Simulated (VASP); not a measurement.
Output of a VASP run:

**OUTCAR**
```
 ion  position               nearest neighbor table
   1  0.000  0.000  0.000-
  LATTYP: Found a body centered tetragonal cell.
 ALAT       =     5.3933972290
 C/A-ratio  =     0.9900990099
 Subroutine PRICEL returns:
 Original cell was already a primitive cell.
 Subroutine GETGRP returns: Found 16 space group operations
The static configuration has the point symmetry D_4h.
The dynamic configuration has the point symmetry D_4h.
 Subroutine INISYM returns: Found 16 space group operations
 Subroutine IBZKPT returns following result:
 Found    102 irreducible k-points:

 Following reciprocal coordinates:
            Coordinates               Weight
  0.000000  0.000000  0.000000      1.000000
  0.100000  0.000000  0.000000      8.000000
  0.200000  0.000000  0.000000      8.000000
  0.300000  0.000000 -0.000000      8.000000
  0.400000 -0.000000  0.000000      8.000000
  0.500000  0.000000 -0.000000      4.000000
  0.100000  0.100000  0.000000      8.000000
  0.200000  0.100000  0.000000     16.000000
  0.300000  0.100000 -0.000000     16.000000
  0.400000  0.100000  0.000000     16.000000
  0.500000  0.100000  0.000000     16.000000
 -0.400000  0.100000  0.000000     16.000000
 -0.300000  0.100000  0.000000     16.000000
 -0.200000  0.100000  0.000000     16.000000
 -0.100000  0.100000  0.000000      4.000000
  0.200000  0.200000  0.000000      8.000000
  0.300000  0.200000  0.000000     16.000000
  0.400000  0.200000  0.000000     16.000000
  0.500000  0.200000  0.000000     16.000000
 -0.400000  0.200000 -0.000000     16.000000
 -0.300000  0.200000 -0.000000     16.000000
 -0.200000  0.200000  0.000000      4.000000
  0.300000  0.300000  0.000000      8.000000
  0.400000  0.300000  0.000000     16.000000
  0.500000  0.300000 -0.000000     16.000000
 -0.400000  0.300000 -0.000000     16.000000
 -0.300000  0.300000  0.000000      4.000000
  0.400000  0.400000  0.000000      8.000000
  0.500000  0.400000 -0.000000     16.000000
 -0.400000  0.400000  0.000000      4.000000
  0.500000  0.500000  0.000000      2.000000
  0.100000  0.100000  0.100000      8.000000
  0.200000  0.100000  0.100000     16.000000
  0.300000  0.100000  0.100000     16.000000
  0.400000  0.100000  0.100000      8.000000
 -0.100000  0.100000  0.100000      4.000000
  0.200000  0.200000  0.100000      8.000000
  0.300000  0.200000  0.100000     16.000000
  0.400000  0.200000  0.100000     16.000000
  0.500000  0.200000  0.100000     16.000000
   k-points           NKPTS =    102   k-points in BZ     NKDIM =    102   number of bands    NBANDS=      8
   number of dos      NEDOS =    301   number of ions     NIONS =      1
   total plane-waves  NPLWV =  46656
   dimension x,y,z NGX =    36 NGY =   36 NGZ =   36
   dimension x,y,z NGXF=    72 NGYF=   72 NGZF=   72
   ions per type =               1
   PREC   = accura    normal or accurate (medium, high low for compatibility)
   ISTART =      0    job   : 0-new  1-cont  2-samecut
   ICHARG =      2    charge: 1-file 2-atom 10-const
   ISPIN  =      1    spin polarized calculation?
   LNONCOLLINEAR =      F non collinear calculations
   LSORBIT =      F    spin-orbit coupling
   INIWAV =      1    electr: 0-lowe 1-rand  2-diag
   ENCUT  =  480.0 eV  35.28 Ry    5.94 a.u.   8.32  8.32  8.32*2*pi/ulx,y,z
   NELM   =    100;   NELMIN=  2; NELMDL= -5     # of ELM steps
   EDIFF  = 0.1E-06   stopping-criterion for ELM
   LREAL  =      F    real-space projection
   NLSPLINE    = F    spline interpolate recip. space projectors
   LMAXMIX     =    2 max onsite mixed and CHGCAR
   VOSKOWN=      0    Vosko Wilk Nusair interpolation
   EDIFFG = 0.1E-05   stopping-criterion for IOM
   NSW    =      0    number of steps for IOM
   NBLOCK =      1;   KBLOCK =      1    inner block; outer block
   IBRION =     -1    ionic relax: 0-MD 1-quasi-New 2-CG
...
```

### OSZICAR
```
       N       E                     dE             d eps       ncg     rms          rms(c)
DAV:   1     0.383068158359E+02    0.38307E+02   -0.35951E+03  1632   0.826E+02
DAV:   2    -0.668413071545E+01   -0.44991E+02   -0.44865E+02  1632   0.221E+02
DAV:   3    -0.832764688941E+01   -0.16435E+01   -0.16318E+01  2928   0.360E+01
DAV:   4    -0.835210064525E+01   -0.24454E-01   -0.24056E-01  2472   0.367E+00
DAV:   5    -0.835252020799E+01   -0.41956E-03   -0.41768E-03  2928   0.265E-01    0.203E+00
DAV:   6    -0.655223194335E+01    0.18003E+01   -0.15039E+00  1672   0.118E+01    0.972E-01
DAV:   7    -0.599447741485E+01    0.55775E+00   -0.27701E-01  1968   0.478E+00    0.623E-01
DAV:   8    -0.634722689649E+01   -0.35275E+00   -0.21772E-01  1672   0.391E+00    0.351E-01
DAV:   9    -0.588189012664E+01    0.46534E+00   -0.17910E-01  1632   0.369E+00    0.580E-02
DAV:  10    -0.601999635067E+01   -0.13811E+00   -0.63050E-02  1840   0.299E+00    0.734E-02
DAV:  11    -0.602013631994E+01   -0.13997E-03   -0.20511E-03  3048   0.276E-01    0.891E-02
DAV:  12    -0.601513410453E+01    0.50022E-02   -0.69708E-03  1656   0.134E+00    0.103E-01
DAV:  13    -0.601546923501E+01   -0.33513E-03   -0.50681E-05  2984   0.794E-02    0.976E-02
DAV:  14    -0.600988178081E+01    0.55875E-02   -0.10479E-02  1656   0.146E+00    0.103E-01
DAV:  15    -0.601135750247E+01   -0.14757E-02   -0.34831E-02  1648   0.224E+00    0.385E-01
DAV:  16    -0.601460486002E+01   -0.32474E-02   -0.47827E-03  1656   0.767E-01    0.170E-01
DAV:  17    -0.601248177369E+01    0.21231E-02   -0.76411E-04  1728   0.393E-01    0.154E-01
DAV:  18    -0.601049720455E+01    0.19846E-02   -0.58854E-04  1816   0.244E-01    0.134E-01
DAV:  19    -0.600850827876E+01    0.19889E-02   -0.92690E-04  1872   0.395E-01    0.962E-02
DAV:  20    -0.600812966229E+01    0.37862E-03   -0.33515E-04  2464   0.168E-01    0.696E-02
DAV:  21    -0.600800612854E+01    0.12353E-03   -0.57192E-04  1736   0.195E-01    0.542E-02
DAV:  22    -0.600793010452E+01    0.76024E-04   -0.13636E-04  1776   0.975E-02    0.280E-02
DAV:  23    -0.600796462756E+01   -0.34523E-04   -0.32359E-05  2392   0.959E-02    0.160E-02
DAV:  24    -0.600810008577E+01   -0.13546E-03   -0.18082E-04  1760   0.133E-01    0.483E-03
DAV:  25    -0.600804973374E+01    0.50352E-04   -0.95541E-06  1800   0.405E-02    0.275E-03
DAV:  26    -0.600799744939E+01    0.52284E-04   -0.35390E-05  1736   0.581E-02    0.495E-03
DAV:  27    -0.600797689118E+01    0.20558E-04   -0.19127E-05  1800   0.379E-02    0.544E-03
DAV:  28    -0.600797943404E+01   -0.25429E-05   -0.50906E-06  1944   0.212E-02    0.454E-03
DAV:  29    -0.600797749471E+01    0.19393E-05   -0.26451E-06  1880   0.165E-02    0.315E-03
DAV:  30    -0.600797677001E+01    0.72470E-06   -0.40740E-07  1896   0.871E-03    0.202E-03
DAV:  31    -0.600797741334E+01   -0.64333E-06   -0.22232E-07  1856   0.646E-03    0.126E-03
DAV:  32    -0.600797683154E+01    0.58181E-06   -0.12746E-07  1872   0.570E-03    0.741E-04
DAV:  33    -0.600797682026E+01    0.11277E-07   -0.13693E-07  1800   0.367E-03
   1 F= -.60079768E+01 E0= -.60076092E+01  d E =-.110293E-02
```

### OUTCAR
```
------------------------ aborting loop because EDIFF is reached ----------------------------------------
  FORCE on cell =-STRESS in cart. coord.  units (eV):
  Direction    XX          YY          ZZ          XY          YZ          ZX
  --------------------------------------------------------------------------------------
  Total       -0.0276606     -0.0276606     -0.0383385      0.0000000     -0.0000000     -0.0000000
  in kB       -0.5706058     -0.5706058     -0.7908795      0.0000000     -0.0000000     -0.0000000
  external PRESSURE =      -0.6440304 kB  Pullay stress =       0.0000000 kB
  volume of cell :       77.67
      direct lattice vectors                 reciprocal lattice vectors
    -2.696698614  2.696698614  2.669998628     0.000000000  0.185411895  0.187266014
     2.696698614 -2.696698614  2.669998628     0.185411895  0.000000000  0.187266014
     2.696698614  2.696698614 -2.669998628     0.185411895  0.185411895  0.000000000
 POSITION                                       TOTAL-FORCE (eV/Angst)
 -----------------------------------------------------------------------------------
      0.00000      0.00000      0.00000         0.000000      0.000000      0.000000
 -----------------------------------------------------------------------------------
    total drift:                               -0.000000      0.000000      0.000000
  FREE ENERGIE OF THE ION-ELECTRON SYSTEM (eV)
  ---------------------------------------------------
  free  energy   TOTEN  =        -6.0079768203 eV

  energy  without entropy=       -6.0068738857  energy(sigma->0) =       -6.00760918
```
(Selected blocks of OUTCAR.)

POSCAR:
```
K
1
   -2.6966986145     2.6966986145     2.6699986282
    2.6966986145    -2.6966986145     2.6699986282
    2.6966986145     2.6966986145    -2.6699986282
K
1
Direct
  0.0000000000   0.0000000000   0.0000000000
```

Write an INCAR and KPOINTS that could have produced this output.

One answer among several that fit: the input of the run itself, r2SCAN meta-GGA, plane waves, VASP's PBE PAW potentials (set 64).

### INCAR
```
EDIFF = 1E-7   ! SCF stop (eV)
ISIF = 2
LCHARG = F
ALGO = Normal   ! blocked Davidson
METAGGA = R2SCAN
ISMEAR = 1   ! Methfessel-Paxton
LWAVE = F
LMIXTAU = T
SYSTEM = K
LASPH = T   ! aspherical one-centre terms
ENCUT = 480   ! plane-wave cut-off (eV)
PREC = Accurate
LREAL = F
NELM = 100   ! most electronic steps
SIGMA = 0.1   ! width (eV)
```

**KPOINTS**
```
Automatic mesh
0
Gamma
10 10 10
0 0 0
```

POTCAR, in this order: K_sv (PBE.64 set). Program: vasp_std.

The compound is K in the bcc structure. This cell was strained or had an atom moved on purpose.
